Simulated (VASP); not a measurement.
An input for Ansatz (written as the equivalent of a VASP run, and not itself run):

Ansatz 0.2 input:
```yaml
crystal:
  lattice:
    - [2.7412256, 0.0000000, 0.0000000]
    - [0.0000000, 2.7412256, 0.0000000]
    - [0.0000000, 0.0000000, 2.7412256]
  atoms:
    - { symbol: B, position: [0.0000000, 0.0000000, 0.0000000] }
    - { symbol: As, position: [0.5000000, 0.5000000, 0.5000000] }
kpoints:
  mp_grid: { grid: [13, 13, 13] }
hamiltonian:
  xc: pbesol
  pseudopotentials: { kind: paw }
scf:
  occupations: { method: methfessel_paxton, width: 0.1 }
  max_iter: 100
relax:
  max_steps: 40
  f_tol: 0.02
  cell: { p_target: 45 }
output: { forces: true, stress: true, eigenvalues: true }
```

Write the VASP files for the same calculation (PBEsol).

Several could match; the one computed here: 
### INCAR
```
SYSTEM = BAs
PREC = Accurate
ENCUT = 620
EDIFF = 1E-6
NELM = 100
ALGO = Normal
LREAL = .FALSE.
LASPH = .TRUE.
ISMEAR = 1
SIGMA = 0.1
GGA = PS
LMAXMIX = 4
LWAVE = .FALSE.
LCHARG = .FALSE.
IBRION = 2
ISIF = 3
NSW = 40
EDIFFG = -0.02
PSTRESS = 450
```

### POSCAR
```
BAs
1
    2.7412256360     0.0000000000     0.0000000000
    0.0000000000     2.7412256360     0.0000000000
    0.0000000000     0.0000000000     2.7412256360
B As
1 1
Direct
  0.0000000000   0.0000000000   0.0000000000
  0.5000000000   0.5000000000   0.5000000000
```

### KPOINTS
```
Automatic mesh
0
G
  13 13 13
```

POTCAR, in this order: B As (PBE.64 set). Program: vasp_std.

Limits of the translation: each code has its own PAW files, so the cut-off isn't converted (ENCUT is set for VASP's; basis.ecutwfc is left out, and Ansatz then takes the one that its files recommend); Ansatz stops its SCF on the density residual and VASP on the energy change (EDIFF).

The structure was generated: BAs was put into the CsCl type type (Pm-3m), which need not be its known phase. This run relaxes it under an external pressure of 45 GPa. Symmetry was kept, so distortions that lower it aren't found.
